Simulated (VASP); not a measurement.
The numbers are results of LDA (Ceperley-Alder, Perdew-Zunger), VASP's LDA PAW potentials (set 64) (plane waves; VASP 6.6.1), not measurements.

VASP ran on this input.

File KPOINTS:
```
kpoints
0
Gamma
8 8 8
```

POSCAR:
```
LaB6
1
    4.0990739587     0.0000000000    -0.0000000000
   -0.0000000000     4.0990739587     0.0000000000
    0.0000000000     0.0000000000     4.0990739587
La B
1 6
Direct
  0.0000000000   0.0000000000   0.0000000000
  0.8001270576   0.5000000000   0.5000000000
  0.5000000000   0.1998729424   0.5000000000
  0.5000000000   0.8001270576   0.5000000000
  0.1998729424   0.5000000000   0.5000000000
  0.5000000000   0.5000000000   0.8001270576
  0.5000000000   0.5000000000   0.1998729424
```

**INCAR**
```
# general
SYSTEM  = LaB6
PREC    = Accurate
ENCUT   = 620   # plane-wave cut-off (eV)
LREAL   = .FALSE.   # projection in real space or not
LASPH   = .TRUE.

# electronic loop
EDIFF   = 1E-6
NELM    = 100   # most electronic steps
ALGO    = Normal   # blocked Davidson
LMAXMIX = 6   # l cut-off of mixed one-centre charges

# smearing
ISMEAR  = 1   # Methfessel-Paxton
SIGMA   = 0.1

# ions
IBRION  = 2
NSW     = 40
ISIF    = 3
EDIFFG  = -0.02   # ionic stop

# output
LWAVE   = .FALSE.
LCHARG  = .FALSE.
```

POTCAR, in this order: La B (LDA.64 set). Program: vasp_std.

Problem. Predict the energy per atom (σ→0), band gap (on the k-mesh).

Solution. 
The energy per atom (σ→0) is -7.772 eV/atom. The band gap (on the k-mesh) is none (metal, semimetal or under 0.01 eV).

File OSZICAR:
```
...
DAV:   9    -0.544274361494E+02    0.13276E+00   -0.34700E-01  2068   0.531E+00    0.738E-01
DAV:  10    -0.544009958568E+02    0.26440E-01   -0.21386E-01  2160   0.421E+00    0.890E-02
DAV:  11    -0.544023454388E+02   -0.13496E-02   -0.12474E-02  2104   0.863E-01    0.120E-01
DAV:  12    -0.544019750984E+02    0.37034E-03   -0.20296E-03  2250   0.437E-01    0.616E-02
DAV:  13    -0.544018360942E+02    0.13900E-03   -0.14918E-03  2134   0.361E-01    0.121E-02
DAV:  14    -0.544018345470E+02    0.15472E-05   -0.69019E-05  2002   0.826E-02    0.581E-03
DAV:  15    -0.544018347501E+02   -0.20311E-06   -0.23163E-06  1766   0.146E-02
   1 F= -.54401835E+02 E0= -.54402039E+02  d E =-.544018E+02
```

The compound is LaB6 in the cab6 structure. It was relaxed first. The electron count is odd and the run is not spin-polarised, which forces a metal.
